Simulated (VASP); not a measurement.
All values below come from PBE GGA with spin-orbit coupling, VASP's PBE PAW potentials (set 64) (plane waves; VASP 6.6.1).

A VASP calculation is set up with these files.

**INCAR**
```
! general
SYSTEM        = Sn
PREC          = Accurate
ENCUT         = 300   ! plane-wave cut-off (eV)
LREAL         = .False.
LASPH         = .True.   ! aspherical one-centre terms

! electronic loop
EDIFF         = 1E-6   ! SCF stop (eV)
NELM          = 100   ! most electronic steps
ALGO          = Normal   ! blocked Davidson
LMAXMIX       = 4   ! l cut-off of mixed one-centre charges

! smearing
ISMEAR        = -1
SIGMA         = 0.1   ! width (eV)

! functional
GGA           = PE   ! PBE
GGA_COMPAT    = .False.

! spin
MAGMOM        = 6*0.0
LSORBIT       = .True.
LNONCOLLINEAR = .True.

! ions
ISIF          = 2   ! forces and stress, cell fixed

! output
LWAVE         = .False.
LCHARG        = .False.
LORBIT        = 11   ! lm-projected
```

**KPOINTS**
```
Regular mesh
0
G
 7 7 5
```

POSCAR:
```
Sn
1
   -2.9150000000     2.9150000000     1.5900000000
    2.9150000000    -2.9150000000     1.5900000000
    2.9150000000     2.9150000000    -1.5900000000
Sn
2
Direct
  0.2500000000   0.7500000000   0.5000000000
  0.0000000000   0.0000000000   0.0000000000
```

POTCAR, in this order: Sn_d (PBE.64 set). Program: vasp_ncl.

At this cut-off the stress carries a Pulay error, which pulls relaxed volumes low.

What does the run give for the energy per atom (σ→0), pressure, band gap (on the k-mesh)?

* **energy per atom (σ→0)**: -3.855 eV/atom
* **band gap (on the k-mesh)**: none (metal, semimetal or under 0.01 eV)
* **pressure**: 2.19 GPa

OSZICAR:
```
...
DAV:   6    -0.773212251900E+01    0.14730E-01   -0.26299E-02  6496   0.254E+00    0.143E+00
DAV:   7    -0.772755878823E+01    0.45637E-02   -0.10287E-02  6540   0.148E+00    0.827E-01
DAV:   8    -0.772737785316E+01    0.18094E-03   -0.15023E-03  6668   0.446E-01    0.965E-02
DAV:   9    -0.772736446907E+01    0.13384E-04   -0.57456E-04  5972   0.392E-01    0.239E-02
DAV:  10    -0.772736359046E+01    0.87861E-06   -0.14258E-05  5680   0.500E-02    0.850E-03
DAV:  11    -0.772736250066E+01    0.10898E-05   -0.28495E-06  5552   0.221E-02    0.310E-03
DAV:  12    -0.772736236571E+01    0.13494E-06   -0.15071E-07  2780   0.579E-03
   1 F= -.77273624E+01 E0= -.77095123E+01  d E =-.357002E-01  mag=     0.0000    -0.0000    -0.0000
```

The structure is a typed Sn crystal (I4_1/amd). The cell was not relaxed at this level. The k-mesh is coarse (spacing up to 0.32 per Å, 2π included), so the numbers may not be converged in it. The run is one of a series of settings (GGA_COMPAT = .FALSE., LNONCOLLINEAR = .TRUE., LSORBIT = .TRUE., MAGMOM = 0.0 0.0 0.0 0.0 0.0 0.0, program vasp_ncl against the base run), some of them coarse on purpose.
